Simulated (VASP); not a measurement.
Data:

```
Bi
1.0
    4.09413    -2.26167    -0.01571
    4.09413     2.26167    -0.01571
    2.85901     0.00000     3.70180
Bi
2
Direct
  0.23663   0.23663   0.23663
  0.76337   0.76337   0.76337
```

Calculation: PBEsol GGA, VASP's PBE PAW potentials (set 64) (plane waves; VASP). Run with 530 eV cut-off, 9×9×9 Γ-centred mesh, first-order Methfessel-Paxton smearing of 0.10 eV, potentials Bi_d.

Tensors are in the Cartesian frame of the cell as typed. Finite-difference elastic constants of metals are sensitive to mesh and smearing; shear constants can be off by tens of GPa.

**Question.** Give the elastic stiffness tensor with the ions relaxed (GPa, in the frame of the cell).

**Answer.** 
|  | xx | yy | zz | yz | xz | xy |
|---|---|---|---|---|---|---|
| xx | 50.6 | 21.8 | 34.0 | 0.0 | -5.4 | 0.0 |
| yy | 21.8 | 79.7 | 34.7 | 0.0 | 7.8 | 0.0 |
| zz | 34.0 | 34.7 | 64.2 | 0.0 | -12.3 | 0.0 |
| yz | 0.0 | 0.0 | 0.0 | 30.4 | 0.0 | 4.6 |
| xz | -5.4 | 7.8 | -12.3 | 0.0 | 20.2 | 0.0 |
| xy | 0.0 | 0.0 | 0.0 | 4.6 | 0.0 | 9.0 |

**Question.** Estimate the Hill bulk modulus, Hill shear modulus, Young's modulus, Poisson's ratio.

**Answer.** 
| Item | Result |
|---|---|
| Hill bulk modulus | 404 kbar |
| Hill shear modulus | 16.0 GPa |
| Young's modulus | 42.3 GPa |
| Poisson's ratio | 0.326 |

The compound is Bi in the a7 structure. It was relaxed first.
